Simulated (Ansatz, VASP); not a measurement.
# Si5O9 in two plane-wave programs

Aim: how closely do two programs agree when they are given the same cell, functional and k mesh? Of the first pair: The structure shown is frame 23 of Ansatz's trajectory.

Main program and level: Ansatz 0.2.0; plane waves, with VASP 6.6.1 beside it; single point at PBE.

## Step 1: Set-up

The cell holds 140 atoms: 50 Si and 90 O. Cell: a = 13.095 Å, b = 13.095 Å, c = 13.095 Å, α = 90.0°, β = 90.0°, γ = 90.0°. As first built, before any earlier steps moved the atoms (in the runner's words): 140 atoms (50 Si, 90 O) placed at random at 2.1 g/cm^3, melted at 5000 K for 10 ps at fixed volume with the Tersoff Si-O potential (Munetoh et al., Comput. Mater. Sci. 39, 334 (2007)). Snapshot at the end of a hold of 5 ps at 3800 K and fixed volume.

## Step 2: Ansatz: dynamics, PBE

Ansatz runs on its default PAW (the set named soft_2) files.

One frame of this run of dynamics is then solved in both programs, so the motion causes no difference.

File input.yaml:

```yaml
crystal:
  lattice:
    - [13.0955, 0.0, 0.0]
    - [0.0, 13.0955, 0.0]
    - [0.0, 0.0, 13.0955]
  atoms:
    - { symbol: Si, position: [0.98744, 0.80258, 0.67074] }
    - { symbol: Si, position: [0.15543, 0.83833, 0.91277] }
    - { symbol: Si, position: [0.48817, 0.35032, 0.30228] }
    - { symbol: Si, position: [0.10976, 0.32982, 0.51658] }
    - { symbol: Si, position: [0.56067, 0.87771, 0.91934] }
    - { symbol: Si, position: [0.04424, 0.91649, 0.35073] }
    - { symbol: Si, position: [0.31755, 0.67947, 0.80563] }
    - { symbol: Si, position: [0.43407, 0.99911, 0.56823] }
    - { symbol: Si, position: [0.23639, 0.73379, 0.18273] }
    - { symbol: Si, position: [0.90317, 0.48454, 0.12701] }
    - { symbol: Si, position: [0.49397, 0.42791, 0.09179] }
    - { symbol: Si, position: [0.64358, 0.24516, 0.16328] }
    - { symbol: Si, position: [0.9257, 0.15065, 0.53597] }
    - { symbol: Si, position: [0.51478, 0.031, 0.08756] }
    - { symbol: Si, position: [0.13091, 0.57379, 0.50368] }
    - { symbol: Si, position: [0.42087, 0.87909, 0.25009] }
    - { symbol: Si, position: [0.29885, 0.14738, 0.73839] }
    - { symbol: Si, position: [0.222, 0.52429, 0.88401] }
    - { symbol: Si, position: [0.62586, 0.47418, 0.72305] }
    - { symbol: Si, position: [0.97706, 0.69358, 0.00599] }
    - { symbol: Si, position: [0.11408, 0.53551, 0.21373] }
    - { symbol: Si, position: [0.54949, 0.19472, 0.48753] }
    - { symbol: Si, position: [0.66312, 0.85095, 0.13744] }
    - { symbol: Si, position: [0.38432, 0.61251, 0.02417] }
    - { symbol: Si, position: [0.74224, 0.64614, 0.23884] }
    - { symbol: Si, position: [0.0574, 0.59615, 0.74013] }
    - { symbol: Si, position: [0.06625, 0.33315, 0.84958] }
    - { symbol: Si, position: [0.49996, 0.59843, 0.2544] }
    - { symbol: Si, position: [0.75641, 0.99349, 0.5752] }
    - { symbol: Si, position: [0.42326, 0.42761, 0.87558] }
[... 104 atom lines left out ...]
    - { symbol: O, position: [0.97696, 0.7377, 0.55841] }
    - { symbol: O, position: [0.54679, 0.84141, 0.784] }
    - { symbol: O, position: [0.77689, 0.02788, 0.69118] }
    - { symbol: O, position: [0.84063, 0.06447, 0.51476] }
    - { symbol: O, position: [0.97751, 0.69003, 0.72997] }
    - { symbol: O, position: [0.54541, 0.99989, 0.96388] }
kpoints:
  mp_grid: { grid: [1, 1, 1] }
hamiltonian:
  xc: pbe
scf:
  occupations: { method: fermi_dirac, width: 0.05 }
output:
  forces: true
md:
  timestep: 1.0
  n_steps: 70
  ensemble: nvt_langevin
  temperature: 600
  initial_velocities: maxwell_boltzmann
  seed: 132
```

Run with:

```
> ansatz run input.yaml --threads 4 --pin off --max-ram 8192MiB --backend cpu --events-out ev --progress --plain --runs-dir out
```

Numbers of over 12 decimals in the logs are rounded to 6 here.

Log:

```text
Warning: md: disabling space-group detection — thermal motion breaks the input geometry's symmetry, so no spatial operation reduces the k-mesh or symmetrises the density; time reversal is kept, so that k and −k are solved as one point where they differ and the mesh holds both, and exact exchange and, on two spinor components, a DFT+U term hold to it where the run has them: on two components no moment then forms, and  [...]
Engine: ansatz 0.2.0, aarch64-unknown-linux-gnu
Pseudopotentials: kind: paw
Pseudopotential: Si, paw, valence charge 4, recommended cutoff 420 eV (normal), Si.paw.azcp
Pseudopotential: O, paw, valence charge 6, recommended cutoff 420 eV (normal), O.paw.azcp
Functional definition: PBE
  parameter kappa = 0.804
  parameter beta = 0.066725
  exchange = pbe_x(kappa = kappa, mu = beta*pi^2/3)
  correlation = pbe_c(beta = beta)
Crystal: 140 atoms, lattice volume = 2245.775 Å³
Basis set: ecut = 420 eV, 43819 PW (Γ), exchange–correlation on 180×180×180 points (8 copies of the dense FFT grid, shifted against one another)
Bands: 510, of which v1, the nominal top of the filled ones, is band 370 counted from 1 (369 counted from 0)
Symmetry: 1 space group operations
k-points: 1
Non-local potential: Si, projectors of the file, l = 0: 2, l = 1: 2, l = 2: 2
Non-local potential: O, projectors of the file, l = 0: 2, l = 1: 2, l = 2: 1
PAW form: soft (Blöchl's): semilocal exchange-correlation on the pseudo side does not see the compensation charge
PAW one-centre angular grid: Si, 110 points (default); XC on 64 Gauss nodes
PAW one-centre angular grid: O, 110 points (default); XC on 64 Gauss nodes
Initial density: superposition of atomic densities (neutral atoms: chi_scale 0, normalization atom), corrected by the library's trained network
Initial wavefunctions: pseudopotential atomic-orbital guess
Functional: x = pbe(κ = 0.804, μ = 0.219515), c = pbe(β = 0.066725)
SCF iter   1: F=—  HF=-82863.546707 eV  |F-HF|=—  |Δ(HF+E_count)|=         —  Δρ=1.20e-2  dr2=1.28e1  ethr=1.77e-3  ⟨swp⟩=6.0  Hψ=2412  notcnv=0  defer=51
preconditioner: auto → LDOS  [insulator: Δε(μ)=0.119 eV  Ē_g=13.689 eV  σ=0.050 eV  W_gap=0.53  n_scr=460 (ndim 8)  ℏωp=21.3 eV  f_vac=0.206  D(μ)=25.48/eV (n_scr^D=92)  ε∞_Penn≈3.4  β→1.0]
SCF iter   2: F=—  HF=-82865.136918 eV  |F-HF|=—  |Δ(HF+E_count)|=    1.59e0  Δρ=2.27e-2  dr2=3.74e1  ethr=1.73e-3  ⟨swp⟩=3.0  Hψ=654  notcnv=0  defer=117  recentre
SCF iter   3: F=—  HF=-82862.532019 eV  |F-HF|=—  |Δ(HF+E_count)|=    2.60e0  Δρ=7.26e-3  dr2=4.39e0  ethr=1.73e-3  ⟨swp⟩=2.0  Hψ=1247  notcnv=0  defer=83
SCF iter   4: F=—  HF=-82862.050570 eV  |F-HF|=—  |Δ(HF+E_count)|=   4.81e-1  Δρ=2.68e-3  dr2=3.50e-1  ethr=5.93e-4  ⟨swp⟩=2.0  Hψ=427  notcnv=0  defer=113
SCF iter   5: F=—  HF=-82862.037159 eV  |F-HF|=—  |Δ(HF+E_count)|=   1.34e-2  Δρ=2.48e-3  dr2=2.84e-1  ethr=4.73e-5  ⟨swp⟩=1.0  Hψ=587  notcnv=0  defer=113
SCF iter   6: F=—  HF=-82862.034668 eV  |F-HF|=—  |Δ(HF+E_count)|=   2.49e-3  Δρ=1.47e-3  dr2=8.30e-2  ethr=3.84e-5  ⟨swp⟩=1.0  Hψ=397  notcnv=0  defer=113
SCF iter   7: F=—  HF=-82862.035491 eV  |F-HF|=—  |Δ(HF+E_count)|=   8.23e-4  Δρ=1.06e-3  dr2=3.85e-2  ethr=1.12e-5  ⟨swp⟩=1.0  Hψ=397  notcnv=0  defer=113
SCF iter   8: F=—  HF=-82862.035696 eV  |F-HF|=—  |Δ(HF+E_count)|=   2.06e-4  Δρ=6.15e-4  dr2=1.32e-2  ethr=5.20e-6  ⟨swp⟩=1.0  Hψ=397  notcnv=0  defer=113
SCF iter   9: F=—  HF=-82862.035540 eV  |F-HF|=—  |Δ(HF+E_count)|=   1.57e-4  Δρ=4.95e-4  dr2=1.01e-2  ethr=1.78e-6  ⟨swp⟩=2.0  Hψ=415  notcnv=0  defer=113
SCF iter  10: F=—  HF=-82862.035432 eV  |F-HF|=—  |Δ(HF+E_count)|=   1.07e-4  Δρ=3.47e-4  dr2=5.38e-3  ethr=1.36e-6  ⟨swp⟩=1.0  Hψ=397  notcnv=0  defer=113
SCF iter  11: F=—  HF=-82862.035282 eV  |F-HF|=—  |Δ(HF+E_count)|=   1.50e-4  Δρ=2.40e-4  dr2=1.72e-3  ethr=7.27e-7  ⟨swp⟩=2.0  Hψ=398  notcnv=0  defer=113
SCF iter  12: F=—  HF=-82862.035219 eV  |F-HF|=—  |Δ(HF+E_count)|=   6.29e-5  Δρ=2.11e-4  dr2=9.91e-4  ethr=2.33e-7  ⟨swp⟩=2.0  Hψ=398  notcnv=0  defer=113
SCF iter  13: F=—  HF=-82862.035185 eV  |F-HF|=—  |Δ(HF+E_count)|=   3.43e-5  Δρ=1.11e-4  dr2=3.82e-4  ethr=1.34e-7  ⟨swp⟩=2.0  Hψ=400  notcnv=0  defer=113
SCF iter  14: F=—  HF=-82862.035192 eV  |F-HF|=—  |Δ(HF+E_count)|=   6.90e-6  Δρ=6.17e-5  dr2=1.24e-4  ethr=5.16e-8  ⟨swp⟩=2.0  Hψ=401  notcnv=0  defer=113
SCF iter  15: F=—  HF=-82862.035210 eV  |F-HF|=—  |Δ(HF+E_count)|=   1.79e-5  Δρ=3.18e-5  dr2=3.66e-5  ethr=1.68e-8  ⟨swp⟩=2.0  Hψ=416  notcnv=0  defer=113
[...]
SCF iter  17: F=-82915.624565 eV  HF=-82915.624565 eV  |F-HF|=3.10e-8  |Δ(HF+E_count)|=   1.70e-9  Δρ=1.28e-6  dr2=4.61e-8  ethr=1.35e-11  ⟨swp⟩=3.0  Hψ=1214  notcnv=0
SCF 71 converged in 17 iterations: F = -82915.624565 eV  dr2 = 4.61e-8
md step    70: t =    70.00 fs  T =  1896.5 K  F+E_penalty+E_count = -82915.62456495 eV  E_kin = 34.319541 eV  (17 SCF iters)
SCF converged after 17 iterations
Free energy (F): -82915.624565 eV
Harris-Foulkes:  -82915.624565 eV  (|F-HF|=3.10e-8)
Internal energy: -82915.523747 eV  (E = F + TS)
E sigma→0 (E₀):  -82915.574156 eV
Entropy (-TS):   -0.100818 eV (-0.720 meV/atom)
Fermi energy:    3.657803 eV
--- Per-component energies (eV) ---
  E_band       = -4039.808421
  E_kinetic    = 17980.296625
  E_local      = -59635.091557  (includes V_loc(G=0)·N_el)
  E_nonlocal   = 5489.164038
  E_hartree    = 23143.940014
  E_xc         = -9378.080771
  E_vxc        = -10784.337336  (∫ρ·V_xc dr)
  E_paw        = -39894.719289  (= ΣΔE_a)
  E_vpaw       = -3377.943428  (= ΣTr[D̂ρ^β])
  E_aug_tail   = 0.224974  (compensation charges beyond the density's cutoff)
  E_ewald      = -20621.257781
  E_smearing   = -0.100818  (= −TS)
  E_closure    = -0.000000  (closes the sum)
  Σ components = -82915.624565   (vs F -82915.624565, Δ=0.00e0)
--- Forces (eV/Å), atoms counted from 1 ---
  atom   1  Si     2.49887399     0.59321119    -1.98838695
  atom   2  Si    -2.30504297     0.42625516     1.00403396
  atom   3  Si     0.63839154     0.26551339    -1.68432542
  atom   4  Si     0.07702592    -0.48075967    -0.63685665
  atom   5  Si     0.11221434     1.36560329    -0.51977194
  atom   6  Si     0.60892080    -0.39656787    -0.53370703
  atom   7  Si     0.32135212    -3.28124246     1.03325528
  atom   8  Si     2.19015748    -1.15852373    -4.10544569
  atom   9  Si    -1.04002660     2.36818836     2.03653912
  atom  10  Si     0.65607090     1.08070120     0.17159036
  atom  11  Si     0.90963122     0.32128639     3.36169791
  atom  12  Si    -0.90200909     1.37135340     0.78125255
  atom  13  Si    -1.32065962     1.16894807     2.04762317
  atom  14  Si     1.99938905    -4.19015793    -0.20892136
  atom  15  Si    -0.63328522     1.51429927     1.32066697
  atom  16  Si     2.39464953    -0.56041542     1.78475674
  atom  17  Si    -1.76186004    -1.14987485    -0.78374054
  atom  18  Si     1.14440018    -1.26003033    -0.30351280
  atom  19  Si     1.96724765    -0.28454394     3.30541415
  atom  20  Si    -2.00938368    -2.53893786     1.52948059
  atom  21  Si    -0.94989751    -5.48258931     2.25151635
  atom  22  Si     1.09325728     1.31077063    -1.72081270
  atom  23  Si    -2.83734600     2.08871283    -0.92546408
  atom  24  Si     1.78253948    -0.81606101     1.22550557
[...]
atom 133  O     -1.46130454    -2.39356525     0.17812638
  atom 134  O     -1.30694117    -1.10376400    -3.48389220
  atom 135  O      0.54721669     0.42972692    -0.09597092
  atom 136  O      0.72565096     1.93080802     5.55924933
  atom 137  O     -0.88805436    -0.00924779    -2.15190379
  atom 138  O      0.28468360    -0.58889738    -3.19430653
  atom 139  O     -0.34878428     0.02898205    -1.36114081
  atom 140  O      0.33913605    -1.11596027    -2.20963097
  max |Σ_I F_I| component: 2.78e-5 eV/Å
--- MD trajectory: 70 steps, t = 0.0 → 70.0 fs ---
  final state: T = 1896.5 K   F+E_penalty+E_count = -82915.62456495 eV   E_kin = 34.319541 eV
```

In the SCF lines HF is the Harris–Foulkes energy and dr2 the Hartree energy of the density residual, in eV; the loop may stop once dr2 is under the threshold and the program's other checks hold. Hψ counts applications of the Hamiltonian.

## Step 3: VASP: single point, PBE, pair 1

The same cell, functional, mesh and smearing now go to VASP, with its own data sets.

Lines of VASP's logs that name or quote its potential files are left out, and so is its time.

File INCAR:

```
SYSTEM = Si5O9
PREC = Accurate
ENCUT = 520
EDIFF = 1E-06
NELM = 120
ISMEAR = -1
SIGMA = 0.05
LREAL = Auto
ALGO = Normal
GGA = PE
NBANDS = 468
LORBIT = 11
LWAVE = .FALSE.
LCHARG = .FALSE.
ISIF = 2
LASPH = .TRUE.
GGA_COMPAT = .FALSE.
EFERMI = MIDGAP
```

File POSCAR:

```
Si5O9
1.0
   13.0955000000      0.0000000000      0.0000000000
    0.0000000000     13.0955000000      0.0000000000
    0.0000000000      0.0000000000     13.0955000000
Si O
50 90
Direct
    0.9894085755      0.8016799664      0.6836623268
    0.1427284182      0.8351265702      0.8945744721
    0.4825398037      0.3699744187      0.3128326524
    0.1079302050      0.3476079569      0.5274330877
    0.5845137643      0.8694513382      0.9195983353
    0.0343476767      0.9244931465      0.3325493490
    0.3025924936      0.6811881944      0.8154938719
    0.4257263946      0.0107441488      0.5848344851
    0.2392653965      0.7440418464      0.1737085258
    0.8998892749      0.4856019243      0.1295254095
    0.4955900882      0.4213661181      0.0840823184
    0.6535527471      0.2359665534      0.1602764308
    0.9269901875      0.1556488870      0.5289374213
    0.5191248902      0.0303844832      0.0738345233
    0.1149402466      0.5788553320      0.4934214043
    0.4154556909      0.8889007674      0.2448780115
    0.2989958383      0.1269596426      0.7335115116
    0.2257645756      0.5253254935      0.8814936429
    0.6242678783      0.4975220496      0.7182543622
    0.9732350808      0.6927875988      0.9957389943
    0.1161467680      0.5342445878      0.1983047612
    0.5621167577      0.1829636135      0.4772860906
    0.6643961666      0.8485892100      0.1271123668
    0.3884235043      0.6169294796      0.0136077278
    0.7495170097      0.6579130236      0.2491313810
    0.0512924287      0.5902103776      0.7357489214
    0.0681455462      0.3414760796      0.8490702913
    0.5081592914      0.5874384330      0.2656866863
    0.7598717117      0.9937077622      0.5881791455
    0.4455729067      0.4230002673      0.8645030736
[... 104 atom lines left out ...]
    0.9370088962      0.7315337330      0.5731434462
    0.5312359207      0.8414111718      0.8019319614
    0.7644610744      0.0294757741      0.7039364667
    0.8254285823      0.0601046161      0.5072734909
    0.9614600435      0.6730632660      0.7473101447
    0.5562826925      0.9878431522      0.9617654920
```

File KPOINTS:

```
Automatic mesh
0
Gamma
1 1 1
0 0 0
```

Potentials, in the order of the species: Si and O (PBE family, release 64).

Run with:

```
> export OMP_NUM_THREADS=3
> mpirun -np 1 vasp_gam
```

Log:

```text
[banner, memory and clock lines left out]
running    1 mpi-ranks, on    1 nodes
[...]
Offloading initialized ...    1 GPUs detected
[...]
LDA part: xc-table for (Slater+PW92), standard interpolation
 POSCAR, INCAR and KPOINTS ok, starting setup
[...]
entering main loop
       N       E                     dE             d eps       ncg     rms          rms(c)
DAV:   1     0.669590506551E+04    0.66959E+04   -0.42001E+05   960   0.151E+03
DAV:   2    -0.443229009798E+03   -0.71391E+04   -0.68723E+04  1172   0.360E+02
DAV:   3    -0.112758901836E+04   -0.68436E+03   -0.67666E+03  1096   0.118E+02
DAV:   4    -0.114477797581E+04   -0.17189E+02   -0.17064E+02  1096   0.198E+01
[...]
DAV:  23    -0.987606718196E+03    0.30607E-06   -0.23447E-05  1032   0.573E-03    0.104E-02
DAV:  24    -0.987606717474E+03    0.72266E-06   -0.13663E-05   712   0.420E-03    0.686E-03
DAV:  25    -0.987606717110E+03    0.36355E-06   -0.33273E-06   608   0.224E-03
   1 F= -.98760672E+03 E0= -.98749121E+03  d E =-.231017E+00
```

Parts of OUTCAR (step 3):

```text
  Total      -52.0587431    -51.5783997    -75.8038579    -34.9788522    -43.0284069    -42.3399114
  in kB      -37.1396671    -36.7969812    -54.0798697    -24.9545580    -30.6972587    -30.2060734
  external PRESSURE =     -42.6721727 kB  Pullay stress =       0.0000000 kB

  FREE ENERGIE OF THE ION-ELECTRON SYSTEM (eV)
  ---------------------------------------------------
  free  energy   TOTEN  =      -987.6067171103 eV

  energy  without entropy=     -987.3757005233  energy(sigma->0) =     -987.49120882

[... 2 further parts left out ...]
[key lines of the parts left out:]
E-fermi :   2.6630
```

The gap is under twice the smearing width, so the edge states are partly filled and the run can't tell a small gap from a semimetal.

## Step 4: Differences

Known differences besides the potentials themselves: the cutoff is 420 eV in Ansatz and 520 eV in VASP (PREC = Accurate, projectors in real space). Total energies have different zeros and are not compared.

Forces on 8 of the 140 atoms, those with the largest forces and the largest differences (eV/Å; atoms numbered as in POSCAR):

```csv
atom,"Ansatz x, y, z","VASP x, y, z"
Si3,"-3.016, -12.547, -1.024","-2.986, -12.375, -0.988"
Si15,"2.539, -0.910, -5.363","2.545, -0.954, -5.438"
Si39,"-6.030, -0.174, -1.991","-6.050, -0.226, -2.003"
Si43,"-0.656, -2.622, -7.883","-0.653, -2.596, -7.852"
Si45,"-6.944, 3.741, -1.346","-6.918, 3.703, -1.353"
Si47,"-1.697, 0.681, 5.643","-1.791, 0.691, 5.727"
O80,"-0.232, -1.711, 1.777","-0.285, -1.829, 1.864"
O105,"3.482, 10.273, 1.165","3.435, 10.130, 1.127"
```

The forces differ by 38 meV/Å r.m.s., which is 2.0 % of the r.m.s. force of 1.870 eV/Å (both taken over all components).

## Step 5: Ansatz: dynamics, PBE

One frame of this run of dynamics is then solved in both programs, so the motion causes no difference.

The structure compared here is frame 47 of Ansatz's trajectory.

input.yaml is that of step 2.

Run with:

```
> ansatz run input.yaml --threads 4 --pin off --max-ram 8192MiB --backend cpu --events-out ev --progress --plain --runs-dir out
```

Log:

```text
[...]
Crystal: 140 atoms, lattice volume = 2245.775 Å³
Basis set: ecut = 420 eV, 43819 PW (Γ), exchange–correlation on 180×180×180 points (8 copies of the dense FFT grid, shifted against one another)
Bands: 510, of which v1, the nominal top of the filled ones, is band 370 counted from 1 (369 counted from 0)
Symmetry: 1 space group operations
k-points: 1
[...]
atom   6  Si     0.60892080    -0.39656787    -0.53370703
  atom   7  Si     0.32135212    -3.28124246     1.03325528
  atom   8  Si     2.19015748    -1.15852373    -4.10544569
[...]
atom 137  O     -0.88805436    -0.00924779    -2.15190379
  atom 138  O      0.28468360    -0.58889738    -3.19430653
  atom 139  O     -0.34878428     0.02898205    -1.36114081
  atom 140  O      0.33913605    -1.11596027    -2.20963097
  max |Σ_I F_I| component: 2.78e-5 eV/Å
--- MD trajectory: 70 steps, t = 0.0 → 70.0 fs ---
[...]
[key lines of the parts left out:]
SCF converged after 17 iterations
Free energy (F): -82915.624565 eV
Fermi energy:    3.657803 eV
```

[end of part 1 of 2]

[Lines on the potential files, build, host, timing and source positions are cut from VASP's logs without a mark.]

[Logs are printed without paths, hosts, clocks, repeated set-up lines and the standing remarks that a program may print on its own settings, such as how far it seeks lower states.]

[Hosts, paths, dates, database ids (printed as entryN), source tags and the programs' standing remarks are cut or masked in the printed files.]
